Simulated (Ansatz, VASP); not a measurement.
**YGaF in VASP and in Ansatz**

```xyz
3
Lattice="4.4607 0.0000 0.0000 -2.2303 3.8631 0.0000 0.0000 0.0000 3.3610" Properties=species:S:1:pos:R:3 pbc="T T T"
Y     0.0000    2.5754    0.0000
Ga    0.0000    0.0000    1.6805
F     2.2303    1.2877    1.6805
```

Change from the starting cell: species swapped into the TbCuGe type (P-6m2, No. 187).

Alike in both runs: task relaxation of cell and atoms; functional PBE; k mesh 12 × 12 × 14; occupations gaussian, width 0.1 eV; no spin polarisation.

```csv
,VASP,Ansatz
version,VASP 6.6.1,Ansatz 0.2.0
potentials or method,"VASP PAW PBE potentials, release 64 (Y_sv, Ga_d, F)","scalar-relativistic, plane waves, PAW"
plane-wave cutoff (eV),600,420
valence electrons in the cell,31,31
```

|  | VASP | Ansatz | Ansatz less VASP |
| --- | --- | --- | --- |
| gap on the k mesh at the Fermi level, each at its own relaxed structure (eV) | none | none | - |
| relaxed volume (Å³/atom) | 19.40 | 19.44 | +0.037 |
| relaxed cell length with the largest relative difference (Å) | 3.383 | 3.388 | +0.0044 |

A gap of «none» marks a metal or a gap that the smearing closes.

Caveats: an odd number of electrons without spin polarisation forces a metal; a magnetic or distorted state may lie lower.
